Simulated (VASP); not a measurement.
**Sc2InSb3: single point with PBE**

Sc2InSb3:

```
Sc In Sb
1.0
     8.62945    0.00000    0.00000
    -2.15736    3.73666    0.00000
     0.00000    0.00000   10.80714
Sc In Sb
4 2 6
Cartesian
  0.0000 0.0000 4.9377
  4.3147 0.0000 4.9377
  2.1574 1.2456 1.6975
  6.4721 1.2456 1.6975
  0.0000 0.0000 8.2525
  4.3147 0.0000 8.2525
  2.1574 1.2456 6.7044
  6.4721 1.2456 6.7044
  0.0000 0.0000 0.2086
  4.3147 0.0000 0.2086
  0.0000 2.4911 3.3805
  4.3147 2.4911 3.3805
```

The cell was built by a generator and needn't be a form met in nature.

```
Program                : VASP 6.6.1
Task                   : single point
Functional             : PBE
Potentials or basis    : VASP PAW PBE potentials, release 64 (Sc_sv, In_d, Sb)
Cutoff                 : 520 eV
k mesh                 : 6 × 6 × 2
Occupations            : gaussian, width 0.15 eV
Spin                   : no spin polarisation
Further INCAR settings : PREC = Normal; LREAL = Auto; ALGO = Fast; EDIFF = 1e-05
```

| Quantity | Value |
| --- | --- |
| Pressure | 0.0 GPa |
| Largest force | 0.029 eV/Å |
| Band gap on the k mesh | none (metal or under the smearing width) |

Forces in eV/Å, atoms in the order of the input:
```
Sc   0.005  0.003  0.009
Sc   0.005  0.003  0.009
Sc  -0.001 -0.001  0.007
Sc  -0.001 -0.001  0.007
In   0.006  0.003 -0.029
In   0.006  0.003 -0.029
Sb  -0.009 -0.005  0.012
Sb  -0.009 -0.005  0.012
Sb   0.002  0.001  0.013
Sb   0.002  0.001  0.013
Sb  -0.003 -0.002 -0.013
Sb  -0.003 -0.002 -0.013
```

Stress tensor (GPa, compression positive):
```
 0.13  0.03 -0.01
 0.03  0.09 -0.01
-0.01 -0.01 -0.19
```

Levels at points of the mesh, in eV from the Fermi level:
```
           k point  band 48  band 49  band 50  band 51  band 52  band 53
(0.00, 0.00, 0.00)    -0.29     0.27     0.52     0.53     0.70     0.87
(0.50, 0.00, 0.00)    -0.74    -0.26    -0.26     0.46     0.46     1.05
(0.00, 0.50, 0.00)    -1.29    -0.53    -0.53    -0.29    -0.29     1.24
(0.50, 0.50, 0.00)    -1.35    -0.99    -0.99     0.64     0.64     0.81
(0.00, 0.00, 0.50)    -0.49     0.09     0.25     0.25     0.65     0.82
(0.50, 0.00, 0.50)    -0.71    -0.36    -0.36     0.01     0.01     0.96
(0.00, 0.50, 0.50)    -1.52    -0.49    -0.49     0.09     0.09     0.65
(0.50, 0.50, 0.50)    -1.33    -1.15    -1.15     0.67     0.67     0.92
```

It took 12 min on 1 thread of Intel(R) Xeon(R) Platinum 8488C (Sapphire Rapids), on a shared host, peak memory 0.52 GiB.

Spin-orbit coupling is left out, which matters for the levels of Sb.
